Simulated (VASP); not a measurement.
Set up this calculation in VASP 6.6.1, as the native input.

| Quantity | Value |
| --- | --- |
| Task | single point |
| Functional | LDA |
| Potentials or basis | VASP PAW LDA potentials, release 64 (C) |
| Cutoff | 520 eV |
| k mesh | 21 × 21 × 6 |
| Occupations | gaussian, width 0.1 eV |
| Spin | no spin polarisation |
| Dipole correction | no |
| Further INCAR settings | ALGO = Normal; EDIFF = 1e-06; NBANDS = 16 |

The structure of C lies in POSCAR:

```
C
1.0
    2.4449094565      0.0000000000      0.0000000000
   -1.2224547283      2.1173536993      0.0000000000
    0.0000000000      0.0000000000      6.6497357286
C
4
Direct
    0.0000000000      0.0000000000      0.2500000000
    0.0000000000      0.0000000000      0.7500000000
    0.3333333333      0.6666666667      0.2500000000
    0.6666666667      0.3333333333      0.7500000000
```

The input as run:

INCAR

```
ALGO = Normal
EDIFF = 1E-6
ENCUT = 520
GGA = CA
ISIF = 2
ISMEAR = 0
LASPH = True
LCHARG = False
LREAL = False
LWAVE = False
NBANDS = 16
NELM = 100
PREC = Accurate
SIGMA = 0.1
```

KPOINTS

```
k-points
0
Gamma
  21 21 6
```

Potentials or basis: VASP PAW LDA potentials, release 64 (C).

The run is started by

```console
$ cat potpaw_LDA.64/C/POTCAR > POTCAR
$ mpirun -np 1 vasp_std > vasp.out
```

It gave:

```
Pressure               : 0.8 GPa
Band gap on the k mesh : none (metal or under the smearing width)
```

It took 32 s on 1 thread of Intel(R) Xeon(R) 6975P-C (Granite Rapids), with other jobs on the host, peak memory 0.18 GiB.
